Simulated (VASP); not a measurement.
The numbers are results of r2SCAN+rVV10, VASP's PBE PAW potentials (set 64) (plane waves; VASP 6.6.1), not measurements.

The input files of a VASP run:

### KPOINTS
```
Automatic mesh
0
Gamma
12 12 12
0 0 0
```

POSCAR:
```
AuZn
1
    3.1382721774     0.0000000000     0.0000000000
    0.0000000000     3.1382721774     0.0000000000
    0.0000000000     0.0000000000     3.1382721774
Zn Au
1 1
Direct
  0.5000000000   0.5000000000   0.5000000000
  0.0000000000   0.0000000000   0.0000000000
```

**INCAR**
```
# general
SYSTEM   = AuZn
PREC     = Accurate
ENCUT    = 520
LREAL    = F
LASPH    = T

# electronic loop
EDIFF    = 1E-7
NELM     = 100
ALGO     = Normal
LMAXMIX  = 6
LMIXTAU  = T

# smearing
ISMEAR   = 1
SIGMA    = 0.1

# functional
METAGGA  = R2SCAN
LUSE_VDW = T
BPARAM   = 11.95
CPARAM   = 0.0093

# ions
ISIF     = 2

# output
LWAVE    = F
LCHARG   = F
```

POTCAR, in this order: Zn Au (PBE.64 set). Program: vasp_std.

What VASP printed:

File OSZICAR:
```
       N       E                     dE             d eps       ncg     rms          rms(c)
DAV:   1     0.725177139967E+02    0.72518E+02   -0.12212E+04  2552   0.207E+03
DAV:   2    -0.605535884652E+02   -0.13307E+03   -0.12895E+03  2660   0.357E+02
DAV:   3    -0.649675728384E+02   -0.44140E+01   -0.43844E+01  2968   0.743E+01
DAV:   4    -0.649981002492E+02   -0.30527E-01   -0.30494E-01  2982   0.541E+00
DAV:   5    -0.649984782395E+02   -0.37799E-03   -0.37799E-03  3017   0.612E-01    0.936E+00
DAV:   6    -0.593646295182E+02    0.56338E+01   -0.57213E+00  2576   0.308E+01    0.688E+00
DAV:   7    -0.593406423333E+02    0.23987E-01   -0.31780E-01  2793   0.807E+00    0.370E+00
DAV:   8    -0.593512537991E+02   -0.10611E-01   -0.24235E-01  2758   0.641E+00    0.954E-01
DAV:   9    -0.593963100358E+02   -0.45056E-01   -0.37479E-02  2688   0.330E+00    0.240E-01
DAV:  10    -0.593976031352E+02   -0.12931E-02   -0.58756E-03  2849   0.857E-01    0.700E-02
DAV:  11    -0.593976991311E+02   -0.95996E-04   -0.24535E-03  2765   0.570E-01    0.517E-02
DAV:  12    -0.593979673973E+02   -0.26827E-03   -0.20397E-04  2723   0.163E-01    0.281E-02
DAV:  13    -0.593979598751E+02    0.75222E-05   -0.33577E-05  2891   0.849E-02    0.110E-02
DAV:  14    -0.593979777238E+02   -0.17849E-04   -0.27254E-05  2737   0.792E-02    0.359E-03
DAV:  15    -0.593979776875E+02    0.36381E-07   -0.18109E-06  2751   0.223E-02    0.185E-03
DAV:  16    -0.593979775133E+02    0.17419E-06   -0.17717E-07  2071   0.626E-03    0.956E-04
DAV:  17    -0.593979763559E+02    0.11573E-05   -0.24691E-07  2194   0.617E-03    0.514E-04
DAV:  18    -0.593979764358E+02   -0.79823E-07   -0.32583E-08  1386   0.240E-03
   1 F= -.59397976E+02 E0= -.59397848E+02  d E =-.386664E-03
```

**OUTCAR**
```
------------------------ aborting loop because EDIFF is reached ----------------------------------------
  FORCE on cell =-STRESS in cart. coord.  units (eV):
  Direction    XX          YY          ZZ          XY          YZ          ZX
  --------------------------------------------------------------------------------------
  Total        0.0184682      0.0184682      0.0184682     -0.0000000     -0.0000000     -0.0000000
  in kB        0.9573344      0.9573344      0.9573344     -0.0000000     -0.0000000     -0.0000000
  external PRESSURE =       0.9573344 kB  Pullay stress =       0.0000000 kB
  volume of cell :       30.91
      direct lattice vectors                 reciprocal lattice vectors
     3.138272177  0.000000000  0.000000000     0.318646677  0.000000000  0.000000000
     0.000000000  3.138272177  0.000000000     0.000000000  0.318646677  0.000000000
     0.000000000  0.000000000  3.138272177     0.000000000  0.000000000  0.318646677
 POSITION                                       TOTAL-FORCE (eV/Angst)
 -----------------------------------------------------------------------------------
      1.56914      1.56914      1.56914         0.000000      0.000000      0.000000
      0.00000      0.00000      0.00000         0.000000      0.000000      0.000000
 -----------------------------------------------------------------------------------
    total drift:                                0.000000      0.000000     -0.000000
  FREE ENERGIE OF THE ION-ELECTRON SYSTEM (eV)
  ---------------------------------------------------
  free  energy   TOTEN  =       -59.3979764358 eV

  energy  without entropy=      -59.3975897716  energy(sigma->0) =      -59.39784755
```
(Selected blocks of OUTCAR.)

### OUTCAR
```
 val. band max:        7.1546962623   @ k =   0.5000   0.4167   0.2500

 cond. band min:       7.1705478335   @ k =   0.3333   0.2500   0.0000


 Fermi energy:         7.1556544997

 k-point     1 :       0.0000    0.0000    0.0000
  band No.  band energies     occupation
      1      -4.0496      2.00000
      2      -1.4642      2.00000
      3      -1.4642      2.00000
      4      -0.7267      2.00000
      5      -0.7267      2.00000
      6      -0.7267      2.00000
      7       1.2948      2.00000
      8       1.2948      2.00000
      9       3.0681      2.00000
     10       3.0681      2.00000
     11       3.0681      2.00000
     12      12.3547      0.00000
     13      12.3547      0.00000
     14      12.3547      0.00000
     15      16.6390      0.00000

 k-point     2 :       0.0833    0.0000    0.0000
  band No.  band energies     occupation
      1      -3.9199      2.00000
      2      -1.4352      2.00000
      3      -1.4253      2.00000
      4      -0.7281      2.00000
      5      -0.7281      2.00000
      6      -0.7159      2.00000
      7       1.2740      2.00000
      8       1.3299      2.00000
      9       2.9706      2.00000
     10       2.9706      2.00000
     11       3.0577      2.00000
     12      11.3679      0.00000
     13      12.5970      0.00000
     14      12.5970      0.00000
     15      17.2100      0.00000

 k-point     3 :       0.1667    0.0000    0.0000
  band No.  band energies     occupation
      1      -3.5390      2.00000
      2      -1.3531      2.00000
      3      -1.3201      2.00000
      4      -0.7310      2.00000
      5      -0.7310      2.00000
      6      -0.6859      2.00000
      7       1.2142      2.00000
      8       1.4269      2.00000
      9       2.7183      2.00000
     10       2.7183      2.00000
     11       3.0289      2.00000
     12       9.5252      0.00000
     13      13.2837      0.00000
     14      13.2837      0.00000
     15      17.7692      0.00000
...
```

Unless said otherwise, spin-orbit coupling is left out, though it shifts the bands of the heavy elements here.

The compound is AuZn in the CsCl type structure. It was relaxed first. The electron count is odd and the run is not spin-polarised, which forces a metal.
